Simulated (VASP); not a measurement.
Given:

```xyz
2
Lattice="3.7420 0.0000 0.0000 -1.8710 3.2407 0.0000 0.0000 0.0000 3.2581" Properties=species:S:1:pos:R:3 pbc="T T T"
Ga     0.0000     0.0000     0.0000
As     1.8710     1.0802     1.6291
```

Method: r2SCAN meta-GGA, VASP's PBE PAW potentials (set 64) (plane waves; VASP). Run with 400 eV cut-off, 13×13×13 Γ-centred mesh, tetrahedra with Blöchl corrections, potentials Ga_d As.

Question: Predict the energy per atom (σ→0), band gap (over mesh and band path) with the smallest direct gap where there is one.

Answer: 
```json
{
  "band gap (over mesh and band path)": "none (metal, semimetal or under 0.01 eV)",
  "energy per atom (σ→0)": "-12.978 eV/atom"
}
```

Total energies compare only between runs with the same potentials, cut-off and functional.

The structure was generated: GaAs was put into the WC type (P-6m2), which need not be its known phase. It was relaxed first, which changed the volume by +14 %.
